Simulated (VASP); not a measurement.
Input:

```yaml
crystal:
  lattice:
    - [4.60809, 0.00000, 0.00000]
    - [0.00000, 4.60809, 0.00000]
    - [0.00000, 0.00000, 3.16378]
  atoms:
    - { symbol: Sn, position: [0.00000, 0.00000, 0.00000] }
    - { symbol: Sn, position: [0.50000, 0.50000, 0.50000] }
    - { symbol: O, position: [0.30524, 0.30524, 0.00000] }
    - { symbol: O, position: [0.80524, 0.19476, 0.50000] }
    - { symbol: O, position: [0.19476, 0.80524, 0.50000] }
    - { symbol: O, position: [0.69476, 0.69476, 0.00000] }
```

Method: PBEsol GGA, VASP's PBE PAW potentials (set 64) (plane waves; VASP). Settings: 620 eV cut-off, 5×5×7 Γ-centred mesh, Gaussian smearing of 0.050 eV, potentials Sn_d O.

Unless said otherwise, spin-orbit coupling is left out, though it shifts the bands of the heavy elements here.

Predict the energy per atom (σ→0), pressure, band gap (on the k-mesh) with the smallest direct gap where there is one.

* **band gap (on the k-mesh)**: 1.84 eV
* **smallest direct gap (on the k-mesh)**: 1.84 eV
* **energy per atom (σ→0)**: -6.553 eV/atom
* **pressure**: 20.05 GPa

Only differences to runs with the same potentials and settings are physical.

The compound is SnO2 in the rutile structure. It was relaxed first under an external pressure of 20 GPa.
